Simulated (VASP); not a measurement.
Consider the following.

```xyz
2
Lattice="0.0000 2.4396 2.5633 2.5408 0.0000 2.5633 2.5408 2.4396 0.0000" Properties=species:S:1:pos:R:3 pbc="T T T"
Gd     0.0000     0.0000     0.0000
N      2.5668     2.4396     2.5633
```

These are RPBE GGA, VASP's PBE PAW potentials (set 64) (plane waves; VASP 6.6.1) values and carry that method's errors. Run with 520 eV cut-off, 8×8×8 Γ-centred mesh, Gaussian smearing of 0.050 eV, potentials Gd_3 N.

The 4f electrons are frozen in the core of the lanthanide potential, so 4f levels, which can set the real gap, and their magnetism are missing.

### Question
Predict the energy per atom (σ→0), band gap (on the k-mesh) with the smallest direct gap where there is one.

### Answer

```yaml
band gap (on the k-mesh): none (metal, semimetal or under 0.01 eV)
energy per atom (σ→0): -7.643 eV/atom
```

Total energies compare only between runs with the same potentials, cut-off and functional.

The compound is GdN in the rock salt structure. The cell was not relaxed at this level, atoms are displaced from their ideal sites. The run is one of a series of settings (GGA = RP against the base run), some of them coarse on purpose.
